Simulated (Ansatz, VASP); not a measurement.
# Cross-check of NiO between VASP and Ansatz

One calculation is typed for both programs; each brings its own data sets. How far apart do they land? The two relaxations start from unlike cells of this crystal (the structure described is Ansatz's start), so only their ends are compared.

Main program and level: Ansatz development build; plane waves, with VASP 6.6.1 beside it; relaxation of cell and atoms at PBE.

**1. Set-up**

Symmetry: R-3m, No. 166, trigonal system. The conventional cell has a = 2.924 Å, b = 2.924 Å, c = 7.089 Å, α = 90.00°, β = 90.00°, γ = 120.00°. Ni has 6 O at 2.06 Å nearest. Nearest to O lie 6 Ni at 2.06 Å. Farther neighbours and most contacts between anions are not listed.

**2. Ansatz: relaxation of cell and atoms, PBE**

Ansatz runs on its PAW soft_1 files.

The relaxed volume is the usual yardstick between codes: in a stiff, nearly cubic crystal its relative difference is about their pressure difference at one cell divided by the bulk modulus.

input.yaml reads:

```yaml
crystal:
  lattice:
    - [2.0673134314, 0.0, -2.0673134314]
    - [2.0673134314, -2.0673134314, 0.0]
    - [-2.0393851363, -2.0393851363, -4.1066985676]
  atoms:
    - { symbol: Ni, position: [0.0, 0.5, 0.5], spin: -1.42 }
    - { symbol: Ni, position: [0.0, 0.0, 0.0], spin: 1.42 }
    - { symbol: O, position: [0.5, 0.25, 0.75] }
    - { symbol: O, position: [0.5, 0.75, 0.25] }
kpoints:
  mp_grid: { grid: [12, 12, 12] }
hamiltonian:
  xc: pbe
  pseudopotentials: { kind: paw, azcp: { folder: soft_1 } }
scf:
  occupations: { method: gaussian, width: 0.02 }
output:
  forces: true
  stress: true
  eigenvalues: true
  populations: true
  write_density: true
  write_potential: true
  elf: true
  volumetric_format: npy
magnetization:
  spin_polarized: true
relax:
  adjacent_minimum: "off"
  f_tol: 0.001
  max_steps: 60
  cell: { stress_tol: 0.01 }
```

Run with:

```console
ansatz run input.yaml --threads 8 --pin off --max-ram 16384MiB --backend cpu --events-out ev --progress --plain --runs-dir out
```

Numbers of over 12 decimals in the logs are rounded to 6 here.

Log:

```text
basis.xc_grid is left out, and the run stands at 1: [figures from the program's tests cut] This run stays on that grid. basis.xc_grid: 2, where the run accepts it, brought the forces' change to 0.001 eV/Å or under on every cell read under PBE in one spin channel but solid neon on stringent files (0.0016), for more time and memory, and in two in 38 readings on norm-conserving and ultrasoft files (0.175 at the most on this grid, 0.00095 at level 2). Under a GGA a spin-polarised run on PAW datasets, with its levels filled by an explicit table or an excitation, or under a site or soft lock of the moments, takes no finer level: [rest of the remark cut]
Engine: ansatz (development build), aarch64-unknown-linux-gnu
Pseudopotentials: kind: paw
Pseudopotential: Ni, paw, valence charge 18, recommended cutoff 420 eV (normal), soft_1/Ni.paw.azcp
Pseudopotential: O, paw, valence charge 6, recommended cutoff 420 eV (normal), soft_1/O.paw.azcp
Functional definition: PBE
  parameter kappa = 0.804
  parameter beta = 0.066725
  exchange = pbe_x(kappa = kappa, mu = beta*pi^2/3)
  correlation = pbe_c(beta = beta)
Crystal: 4 atoms, lattice volume = 34.983 Å³
Basis set: ecut = 420 eV, 675 PW (Γ)
Bands: 31, of which v1, the nominal top of the filled ones, is band 24 counted from 1 (23 counted from 0)
Symmetry: 12 space group operations
Space group: R-3m (ITA 166), of the structure as read, at distance tolerance 3.3e-5 Å
Magnetic group: BNS 166.102 (UNI 1332), of the structure as read, at distance tolerance 3.3e-5 Å
k-points: 189 of 1728
Non-local potential: Ni, projectors of the file, l = 0: 3, l = 1: 2, l = 2: 3, l = 3: 1
Non-local potential: O, projectors of the file, l = 0: 2, l = 1: 2, l = 2: 1
PAW form: soft (Blöchl's): semilocal exchange-correlation on the pseudo side does not see the compensation charge
PAW one-centre angular grid: Ni, 590 points (default); XC on 64 Gauss nodes
PAW one-centre angular grid: O, 110 points (default); XC on 64 Gauss nodes
Initial density: superposition of atomic densities (chi_scale 0.1, normalization cell, long waves kept (reshape's long-wave potential 0.00 eV rms))
Starting moments: Σ|m| = 2.84 μB on 2 of 4 sites
Starting magnetic order: antiferromagnet; a translation exchanges its spin sublattices: spin-degenerate at every k-point
Initial wavefunctions: pseudopotential atomic-orbital guess
Functional: x = pbe(κ = 0.804, μ = 0.219515), c = pbe(β = 0.066725)
iter 1 solved again at ethr=5.79e-3 eV; its pass at ethr=1.00e-1 eV (dr2=2.78e0 eV) is discarded
SCF iter   1: F=—  HF=-12805.592291 eV  |F-HF|=—  |Δ(HF+E_count)|=         —  Δρ=8.91e-2 (↑8.91e-2 ↓8.91e-2)  dr2=2.78e0  dr2_m=1.19e0  M=0.000 μB ∫|m|=3.303 μB  β_m=0.30  ethr=5.79e-2 (applied; sched 5.79e-3)  ⟨swp⟩=1.0  Hψ=25606  notcnv=0
Mixer restart at iter 1: flushing history
PPCG with updated residuals, in single precision, makes this SCF's iterations, and the Davidson solver those that may end it; pin scf.eigensolver.kind: davidson to have it make every one
preconditioner: auto → none  [insulator: Δε(μ)=0.148 eV  Ē_g=11.486 eV  σ=0.020 eV  W_gap=0.74  n_scr=16 (ndim 8)  ℏωp=35.5 eV  f_vac=0.000  D(μ)=2.82/eV (n_scr^D=28)  ε∞_Penn≈10.6]
[...]
PPCG with updated residuals, in single precision, makes this SCF's iterations, and the Davidson solver those that may end it; pin scf.eigensolver.kind: davidson to have it make every one
preconditioner: auto → none  [insulator: Δε(μ)=0.961 eV  Ē_g=12.117 eV  σ=0.020 eV  W_gap=1.00  n_scr=16 (ndim 8)  ℏωp=34.6 eV  f_vac=0.000  D(μ)=0.00/eV (n_scr^D=0)  ε∞_Penn≈9.2]
SCF iter   2: F=—  HF=-12811.885086 eV  |F-HF|=—  |Δ(HF+E_count)|=   3.89e-9  Δρ=3.98e-6 (↑3.98e-6 ↓3.98e-6)  dr2=1.72e-8  dr2_m=2.94e-10  M=0.000 μB ∫|m|=3.033 μB  β_m=0.34  ethr=2.06e-11  ⟨swp⟩=2.0  Hψ=14864  notcnv=0
SCF iter   3: F=—  HF=-12811.885086 eV  |F-HF|=—  |Δ(HF+E_count)|=  4.44e-10  Δρ=1.44e-6 (↑1.44e-6 ↓1.44e-6)  dr2=5.03e-10  dr2_m=2.72e-10  M=0.000 μB ∫|m|=3.033 μB  β_m=0.47  ethr=2.06e-11  ⟨swp⟩=1.9  Hψ=14410  notcnv=0
SCF iter   4: F=—  HF=-12811.885087 eV  |F-HF|=—  |Δ(HF+E_count)|=   3.56e-9  Δρ=8.01e-7 (↑8.01e-7 ↓8.01e-7)  dr2=4.05e-10  dr2_m=1.02e-10  M=0.000 μB ∫|m|=3.033 μB  β_m=0.52  ethr=1.05e-12  ⟨swp⟩=1.8  Hψ=13768  notcnv=0
SCF iter   5: F=—  HF=-12811.885087 eV  |F-HF|=—  |Δ(HF+E_count)|=  9.35e-10  Δρ=6.35e-7 (↑6.35e-7 ↓6.35e-7)  dr2=1.14e-10  dr2_m=1.11e-10  M=0.000 μB ∫|m|=3.033 μB  β_m=0.76  ethr=1.00e-12  ⟨swp⟩=2.0  Hψ=14120  notcnv=0
SCF iter   6: F=-12811.885087 eV  HF=-12811.885087 eV  |F-HF|=2.09e-10  |Δ(HF+E_count)|=  7.08e-10  Δρ=5.82e-7 (↑5.82e-7 ↓5.82e-7)  dr2=2.44e-10  dr2_m=4.53e-11  M=0.000 μB ∫|m|=3.033 μB  ethr=1.48e-12 (applied; sched 1.00e-12)  ⟨swp⟩=3.6  Hψ=13088  notcnv=0
SCF 8 converged in 6 iterations: F = -12811.885087 eV  dr2 = 2.44e-10
  Residual-converged pass: ⟨swp⟩=7.1  Hψ=30990  notcnv=0  max |occ|·‖R‖ = 9.8e-9 eV (tolerance 1.0e-8 eV)  dr2=2.46e-10  dr2_m=4.49e-11  dr2_onsite=1.37e-12  max |Δocc| = 1.1e-261
relax step   8: F+E_penalty+E_count = -12811.88508650 eV  Δ(F+E_penalty+E_count) = +5.309e-6 eV  max|allowed force component| = 4.369e-31 eV/Å  Δτ_max = 0.0000 Å  P = -0.000 GPa  Ω = 36.864 Å³  energy of the carried Pulay correction = -1.603e-4 eV  (6 SCF iters, dr2 threshold 3.43e-10 eV, accepted)
iter 1 solved again at ethr=1.08e-7 eV; its pass at ethr=1.00e-1 eV (dr2=5.19e-5 eV) is discarded
SCF iter   1: F=—  HF=-12811.885242 eV  |F-HF|=—  |Δ(HF+E_count)|=         —  Δρ=2.52e-5 (↑2.52e-5 ↓2.52e-5)  dr2=2.58e-8  dr2_m=2.00e-7  M=0.000 μB ∫|m|=3.033 μB  β_m=0.65  ethr=1.08e-7  ⟨swp⟩=3.9  Hψ=48185  notcnv=0
PPCG with updated residuals, in single precision, makes this SCF's iterations, and the Davidson solver those that may end it; pin scf.eigensolver.kind: davidson to have it make every one
SCF iter   2: F=—  HF=-12811.885251 eV  |F-HF|=—  |Δ(HF+E_count)|=   9.57e-6  Δρ=9.35e-6 (↑9.35e-6 ↓9.35e-6)  dr2=1.33e-8  dr2_m=2.42e-8  M=0.000 μB ∫|m|=3.033 μB  β_m=0.58  ethr=5.38e-11  ⟨swp⟩=2.4  Hψ=20068  notcnv=0
SCF iter   3: F=—  HF=-12811.885252 eV  |F-HF|=—  |Δ(HF+E_count)|=   1.25e-6  Δρ=6.78e-6 (↑6.78e-6 ↓6.78e-6)  dr2=3.71e-8  dr2_m=1.88e-9  M=0.000 μB ∫|m|=3.033 μB  β_m=0.46  ethr=2.77e-11  ⟨swp⟩=2.0  Hψ=17220  notcnv=0
SCF iter   4: F=—  HF=-12811.885252 eV  |F-HF|=—  |Δ(HF+E_count)|=   8.70e-8  Δρ=1.40e-6 (↑1.40e-6 ↓1.40e-6)  dr2=7.25e-10  dr2_m=4.95e-10  M=0.000 μB ∫|m|=3.033 μB  β_m=0.73  ethr=2.77e-11  ⟨swp⟩=2.0  Hψ=14623  notcnv=0
SCF iter   5: F=—  HF=-12811.885252 eV  |F-HF|=—  |Δ(HF+E_count)|=   5.77e-9  Δρ=2.29e-7 (↑2.29e-7 ↓2.29e-7)  dr2=3.19e-12  dr2_m=1.55e-11  M=0.000 μB ∫|m|=3.033 μB  β_m=0.79  ethr=1.51e-12  ⟨swp⟩=2.0  Hψ=14081  notcnv=0
SCF iter   6: F=—  HF=-12811.885252 eV  |F-HF|=—  |Δ(HF+E_count)|=  7.28e-12  Δρ=4.05e-8 (↑4.05e-8 ↓4.05e-8)  dr2=1.70e-12  dr2_m=6.58e-14  M=0.000 μB ∫|m|=3.033 μB  β_m=0.80  ethr=1.00e-12  ⟨swp⟩=1.0  Hψ=12677  notcnv=0
SCF iter   7: F=—  HF=-12811.885252 eV  |F-HF|=—  |Δ(HF+E_count)|=  1.82e-12  Δρ=3.50e-8 (↑3.50e-8 ↓3.50e-8)  dr2=9.15e-13  dr2_m=2.69e-15  M=0.000 μB ∫|m|=3.033 μB  β_m=0.60  ethr=1.00e-12  ⟨swp⟩=1.0  Hψ=12580  notcnv=0
SCF iter   8: F=-12811.885252 eV  HF=-12811.885252 eV  |F-HF|=1.82e-12  |Δ(HF+E_count)|=  7.28e-12  Δρ=1.21e-8 (↑1.21e-8 ↓1.21e-8)  dr2=1.15e-13  dr2_m=1.55e-14  M=0.000 μB ∫|m|=3.033 μB  ethr=1.10e-12 (applied; sched 1.00e-12)  ⟨swp⟩=2.0  Hψ=10395  notcnv=0
SCF 9 converged in 8 iterations: F = -12811.885252 eV  dr2 = 1.15e-13
  Residual-converged pass: ⟨swp⟩=4.6  Hψ=18478  notcnv=0  max |occ|·‖R‖ = 1.0e-8 eV (tolerance 1.0e-8 eV)  dr2=8.38e-14  dr2_m=1.62e-14  dr2_onsite=7.32e-16  max |Δocc| = 9.1e-261
relax step   9: F+E_penalty+E_count = -12811.88525247 eV  Δ(F+E_penalty+E_count) = -1.660e-4 eV  max|allowed force component| = 4.961e-29 eV/Å  Δτ_max = 0.0000 Å  P = +0.002 GPa  Ω = 36.864 Å³  stress off target by 3.43e-3 GPa  SCF on the basis re-selected at this cell (its energy is not comparable with the rows above)  (8 SCF iters)
basis re-selected at this cell: Δ(F+E_penalty+E_count) = -1.660e-4 eV, ΔP = +0.002 GPa vs the last step (what re-selecting the basis moved, of the pressure what is left beyond the Pulay correction that the steps carried, after the strain that the cell walked since its last selection, with what the two solves' SCF thresholds leave and, on support functions, any second-order correction that the steps lacked; it is no m [...]
SCF converged after 8 iterations
Magnetization: 0.0000 μB (24.0000 up, 24.0000 down)
Absolute magnetization: 3.0327 μB (∫|ρ↑−ρ↓|)
Spin contamination: 1.5254 ħ² per cell (⟨S²⟩ above its minimum at these occupations)
Per-site moments (μB) at R_I (Å): [(-1.371664, 0.864855), (1.371664, 0.864855), (4.881565701941443e-17, 0.864855), (-3.6197763575126027e-17, 0.864855)]
Free energy (F): -12811.885252 eV
Harris-Foulkes:  -12811.885252 eV  (|F-HF|=1.82e-12)
Internal energy: -12811.885252 eV  (E = F + TS)
E sigma→0 (E₀):  -12811.885252 eV
Fermi energy:    13.973994 eV
--- Per-component energies (eV) ---
  E_band       = -670.627176
  E_kinetic    = 1002.040288
  E_local      = -6625.940302  (includes V_loc(G=0)·N_el)
  E_nonlocal   = -119.726945
  E_hartree    = 3414.463839
  E_xc         = -363.871224
  E_vxc        = -467.279304  (∫ρ·V_xc dr)
  E_paw        = -3642.463853  (= ΣΔE_a)
  E_vpaw       = -1288.651658  (= ΣTr[D̂ρ^β])
  E_aug_tail   = 0.003100  (compensation charges beyond the density's cutoff)
  E_ewald      = -6476.390156
  E_smearing   = -0.000000  (= −TS)
  E_closure    = -0.000000  (closes the sum)
  Σ components = -12811.885252   (vs F -12811.885252, Δ=0.00e0)
--- Forces (eV/Å), atoms counted from 1 ---
  atom   1  Ni     0.00000000     0.00000000    -0.00000000
  atom   2  Ni     0.00000000    -0.00000000    -0.00000000
  atom   3  O     -0.00000000    -0.00000000    -0.00000000
  atom   4  O      0.00000000     0.00000000     0.00000000
  max |Σ_I F_I| component (acoustic sum rule): 5.05e-29 eV/Å
--- Stress (GPa, compression-positive) ---
        0.001971       0.000729       0.000729
        0.000729       0.001971       0.000729
        0.000729       0.000729       0.001971
  P = ⅓ Tr σ = 0.0020 GPa (0.020 kbar)
--- Band table (eV; the first three rows and the last of 378) ---
  k-point 0 ↑: bands = [... 20 lower, 12.0046, 12.9413, 12.9413, 13.2157, 15.5739, 15.5739, 15.5984, 19.5951, ... 3 higher]
  k-point 1 ↑: bands = [... 20 lower, 12.1544, 12.9361, 12.9361, 13.1951, 15.5472, 15.5472, 15.7367, 19.5857, ... 3 higher]
  k-point 2 ↑: bands = [... 20 lower, 12.4380, 12.9282, 12.9282, 13.1374, 15.4704, 15.4704, 16.1071, 19.5390, ... 3 higher]
  k-point 188 ↓: bands = [... 20 lower, 12.9126, 13.0535, 13.2713, 13.3300, 15.0566, 15.2043, 22.7948, 22.9908, ... 3 higher]
fft plans: ranked — 0 lengths (probe disabled); 4 noted on the structural route
--- Relaxed structure (7 steps of the walk, 7 accepted, 2 SCFs on fresh bases) ---
  F+E_penalty+E_count = -12811.88525247 eV   max|allowed force component| = 4.961e-29 eV/Å   (the final SCF, on the basis selected at the relaxed cell)
  cell:  # Å, volume = 36.8642 Å³
    - [2.101219, -1.2835179967474186e-11, -2.101219]
    - [2.101219, -2.101219, 5.20417042217626e-18]
    - [-2.082772, -2.082772, -4.183992]
  atoms:
    - { symbol: Ni, position: [0.0, 0.5, 0.500000] }
    - { symbol: Ni, position: [0.0, 0.0, -1.1102230246251565e-16] }
    - { symbol: O, position: [0.500000, 0.250000, 0.750000] }
    - { symbol: O, position: [0.500000, 0.750000, 0.25] }
--- Löwdin populations: 4 sites ---
  site symbol       q [e]    m [muB]
     0     Ni     16.9720    -1.3339
     1     Ni     16.9720     1.3339
     2      O      6.9159     0.0000
     3      O      6.9159     0.0000
  spilling = 0.004674 (of n_electrons = 48.000000)
```

In the SCF lines HF is the Harris–Foulkes energy and dr2 the Hartree energy of the density residual, in eV; the loop may stop once dr2 is under the threshold and the program's other checks hold. Hψ counts applications of the Hamiltonian.

(Part 1 of 2 ends here.)

[Lines on the potential files, build, host, timing and source positions are cut from VASP's logs without a mark.]

[Logs are printed without paths, hosts, clocks, repeated set-up lines and the standing remarks that a program may print on its own settings, such as how far it seeks lower states.]

[Hosts, paths, dates, database ids (printed as entryN), source tags and the programs' standing remarks are cut or masked in the printed files.]
